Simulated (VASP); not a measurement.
Output of a VASP run:

File OSZICAR:
```
       N       E                     dE             d eps       ncg     rms          rms(c)
DAV:   1     0.116118095703E+03    0.11612E+03   -0.10011E+04  2088   0.139E+03
DAV:   2    -0.178748356220E+02   -0.13399E+03   -0.12930E+03  2443   0.341E+02
DAV:   3    -0.234499009801E+02   -0.55751E+01   -0.55194E+01  3426   0.609E+01
DAV:   4    -0.235618869944E+02   -0.11199E+00   -0.11196E+00  2560   0.800E+00
DAV:   5    -0.235645830879E+02   -0.26961E-02   -0.26960E-02  3258   0.963E-01    0.235E+01
DAV:   6    -0.206543035193E+02    0.29103E+01   -0.84661E+00  2465   0.208E+01    0.961E+00
DAV:   7    -0.206233934647E+02    0.30910E-01   -0.96284E-01  3147   0.645E+00    0.351E+00
DAV:   8    -0.206298412110E+02   -0.64477E-02   -0.12461E-01  2533   0.344E+00    0.783E-01
DAV:   9    -0.206257781790E+02    0.40630E-02   -0.21370E-02  2601   0.125E+00    0.140E-01
DAV:  10    -0.206257207064E+02    0.57473E-04   -0.94330E-04  2681   0.273E-01    0.492E-02
DAV:  11    -0.206257341151E+02   -0.13409E-04   -0.32971E-05  2735   0.649E-02    0.210E-02
DAV:  12    -0.206257347206E+02   -0.60551E-06   -0.68021E-06  2561   0.305E-02    0.294E-03
DAV:  13    -0.206257346690E+02    0.51577E-07   -0.55014E-07  2725   0.677E-03
   1 F= -.20625735E+02 E0= -.20625747E+02  d E =-.206257E+02
       N       E                     dE             d eps       ncg     rms          rms(c)
DAV:   1    -0.206275115890E+02   -0.17769E-02   -0.98286E-02  2220   0.317E+00    0.222E-01
DAV:   2    -0.206266517188E+02    0.85987E-03   -0.21398E-03  2345   0.400E-01    0.124E-01
DAV:   3    -0.206262933020E+02    0.35842E-03   -0.96780E-04  2395   0.281E-01    0.271E-02
DAV:   4    -0.206262919728E+02    0.13292E-05   -0.21042E-05  2296   0.426E-02    0.109E-02
DAV:   5    -0.206262919488E+02    0.23995E-07   -0.82553E-07  2685   0.985E-03
   2 F= -.20626292E+02 E0= -.20626312E+02  d E =-.557280E-03
```

### OUTCAR
```
------------------------ aborting loop because EDIFF is reached ----------------------------------------
  FORCE on cell =-STRESS in cart. coord.  units (eV):
  Direction    XX          YY          ZZ          XY          YZ          ZX
  --------------------------------------------------------------------------------------
  Total        2.9732828      2.9732839      3.0086331      0.0000000      0.0000000      0.0000000
  in kB      163.5818958    163.5819573    165.5267733      0.0000000      0.0000000      0.0000000
  external PRESSURE =     164.2302088 kB  Pullay stress =       0.0000000 kB
  volume of cell :       29.12
      direct lattice vectors                 reciprocal lattice vectors
     1.554211048 -2.691973006 -0.000000000     0.321706631 -0.185737375 -0.000000000
     1.554211048  2.691973006  0.000000000     0.321706631  0.185737375 -0.000000000
     0.000000000  0.000000000  3.480173310     0.000000000 -0.000000000  0.287342012
 POSITION                                       TOTAL-FORCE (eV/Angst)
 -----------------------------------------------------------------------------------
      0.00000      0.00000      0.00000         0.000000      0.000000      0.000000
      1.55421      0.89733      1.74009         0.000000     -0.000000      0.000000
      1.55421     -0.89733      1.74009        -0.000000      0.000000     -0.000000
 -----------------------------------------------------------------------------------
    total drift:                               -0.000000     -0.000000      0.000000
  FREE ENERGIE OF THE ION-ELECTRON SYSTEM (eV)
  ---------------------------------------------------
  free  energy   TOTEN  =       -20.6262919488 eV

  energy  without entropy=      -20.6263535051  energy(sigma->0) =      -20.62631247

 reached required accuracy - stopping structural energy minimisation
```
(Selected blocks of OUTCAR.)

**POSCAR**
```
ZrB2
1
    1.5513818873    -2.6870727098     0.0000000000
    1.5513818873     2.6870727098     0.0000000000
    0.0000000000     0.0000000000     3.4928781017
Zr B
1 2
Direct
  0.0000000000   0.0000000000   0.0000000000
  0.3333330000   0.6666670000   0.5000000000
  0.6666670000   0.3333330000   0.5000000000
```

**Question.** Write an INCAR and KPOINTS that could have produced this output.

**Answer.** This is not unique; one that fits is the input of the run itself, optB88-vdW, plane waves, VASP's PBE PAW potentials (set 64).

### KPOINTS
```
kpoints
0
G
11 11 9
0 0 0
```

**INCAR**
```
SYSTEM = ZrB2
PREC = Accurate
ENCUT = 520
EDIFF = 1E-7
NELM = 100
ALGO = Normal
LREAL = .FALSE.
LASPH = .TRUE.
ISMEAR = 1
SIGMA = 0.1
GGA = BO
PARAM1 = 0.1833333333
PARAM2 = 0.22
LUSE_VDW = .TRUE.
AGGAC = 0.0
LMAXMIX = 4
LWAVE = .FALSE.
LCHARG = .FALSE.
ISIF = 4
IBRION = 2
NSW = 30
EDIFFG = -0.01
```

POTCAR, in this order: Zr_sv B (PBE.64 set). Program: vasp_std.

The compound is ZrB2 in the AlB2 type structure. This cell is one point of a volume scan, at 0.94 of the reference volume. Symmetry was kept, so distortions that lower it aren't found.
